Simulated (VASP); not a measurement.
Here is the system:

```yaml
crystal:
  lattice:
    - [4.23478, 0.00000, 0.00000]
    - [0.00000, 4.23478, 0.00000]
    - [0.00000, 0.00000, 4.23478]
  atoms:
    - { symbol: Cs, position: [0.00000, 0.00000, 0.00000] }
    - { symbol: Br, position: [0.50000, 0.50000, 0.50000] }
```

Computed with LDA (Ceperley-Alder, Perdew-Zunger), VASP's LDA PAW potentials (set 64) (plane waves; VASP). Settings: 300 eV cut-off, 8×8×8 Γ-centred mesh, Gaussian smearing of 0.010 eV, potentials Cs_sv Br.

At this cut-off the stress carries a Pulay error, which pulls relaxed volumes low.

Problem. Give the stress tensor in GPa (positive for a compressed cell).

Solution. 
```
-1.17   0.00   0.00
 0.00  -1.17   0.00
 0.00   0.00  -1.17
```
The pressure is its mean diagonal, -1.17 GPa.

The structure comes from a computed database's CsBr entry; how it stands against other phases isn't given here. The cell was not relaxed at this level.
